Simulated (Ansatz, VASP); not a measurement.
## Two plane-wave programs on SiBi2

```xyz
3
Lattice="5.5380 0.0000 0.0000 -2.7690 4.7961 0.0000 0.0000 0.0000 3.1832" Properties=species:S:1:pos:R:3 pbc="T T T"
Si    0.0000    0.0000    0.0000
Bi    0.0000    3.1974    1.5916
Bi    2.7690    1.5987    1.5916
```

Alike in both runs: functional PBE; k mesh 12 × 12 × 14; occupations gaussian, width 0.1 eV; no spin polarisation.

Ansatz relaxed the structure, and its values are those at the end. VASP's run is a single point on that final structure, the one shown.

|  | VASP | Ansatz |
| --- | --- | --- |
| version | VASP 6.6.1 | Ansatz 0.2.0 |
| potentials or method | VASP PAW PBE potentials, release 64 (Si, Bi_d) | scalar-relativistic, plane waves, PAW |
| plane-wave cutoff (eV) | 520 | 420 |
| valence electrons in the cell | 34 | 34 |

|  | VASP | Ansatz | Ansatz less VASP |
| --- | --- | --- | --- |
| gap on the k mesh at the Fermi level (eV) | none | none | - |
| pressure (GPa) | 0.0 | 0.0 | +0.04 |

A gap of «none» marks a metal or a gap that the smearing closes.

Caveats: spin-orbit coupling is left out, which moves the levels of the heavy elements.
